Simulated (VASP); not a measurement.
Input of a VASP 6.6.1 run:

Contents of INCAR:

```
SYSTEM = SF6
PREC = Accurate
ENCUT = 400
EDIFF = 1E-6
ISMEAR = 0
SIGMA = 0.01
LREAL = .False.
LASPH = .True.
NELM = 100
ALGO = Fast
ISIF = 2
LWAVE = .False.
LCHARG = .False.
GGA = PE
IVDW = 12
IBRION = 2
NSW = 120
EDIFFG = -0.03
ISYM = 0
```

The input KPOINTS:

```
regular mesh
0
Gamma
  1 1 1
  0 0 0
```

Contents of POSCAR:

```
SF6
1.0
   13.2304057761      0.0000000000      0.0000000000
    0.0000000000     13.7304057761      0.0000000000
    0.0000000000      0.0000000000     14.2304057761
F S
6 1
Selective dynamics
Direct
    0.5986917385      0.5417875060      0.4478841147  F F F
    0.5396351625      0.5491926701      0.5959186785  T T T
    0.4013083520      0.4654954454      0.5521158588  T T T
    0.5560214148      0.4042125032      0.5239484611  T T T
    0.4439790964      0.6030708487      0.4760513061  T T T
    0.4603642384      0.4580903528      0.4040815771  T T T
    0.4999999974      0.5036415447      0.5000000036  T T T
```

Potentials or basis: VASP PAW PBE potentials, release 64 (F, S).

Run with:

```bash
$ cat potpaw_PBE.64/F/POTCAR potpaw_PBE.64/S/POTCAR > POTCAR
$ mpirun -np 4 vasp_gam > vasp.out
```

Problem. What does it give for the energy gained by relaxing?

Solution. 0.4 meV/atom.

Problem. Predict the gap between the frontier levels.

Solution. 6.56 eV.

The path:
| step | energy change (eV) | largest force (eV/Å) | pressure (GPa) |
| --- | --- | --- | --- |
| 1 | 0.0000 | 0.1908 | -0.38 |
| 2 | -0.0016 | 0.1570 | -0.44 |
| 3 | -0.0026 | 0.1404 | -0.42 |
| 4 | -0.0025 | 0.1621 | -0.42 |
| 5 | -0.0026 | 0.1022 | -0.42 |

Caveat: the cutoff is under 1.25 times the usual one of these potentials, so pressure, stress and relaxed cells hold a basis-set (Pulay) error.
